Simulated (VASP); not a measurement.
GaGe3:

```xyz
4
Lattice="4.2785 0.0000 0.0000 0.0000 4.2785 0.0000 0.0000 0.0000 4.2785" Properties=species:S:1:pos:R:3 pbc="T T T"
Ga    0.0000    0.0000    0.0000
Ge    0.0000    2.1392    2.1392
Ge    2.1392    0.0000    2.1392
Ge    2.1392    2.1392    0.0000
```

The cell comes from a database or a generator and needn't be the stable form of this composition.

Program: VASP 6.6.1. Alike in all runs: task single point; level PBE; potentials or basis VASP PAW PBE potentials, release 64 (Ga_d, Ge_d); no spin polarisation; cell as given; cutoff (eV) 520; smearing fermi-dirac 0.1 eV; the mesh is coarse, so values aren't converged.

Question: Order these runs on this cell by their pressure, lowest first.
A. k mesh 4 × 4 × 4
B. k mesh 2 × 2 × 2
C. k mesh 3 × 3 × 3

Answer: A (-0.4 GPa), C (1.1 GPa), B (5.7 GPa).

Caveats: all runs use coarse meshes.
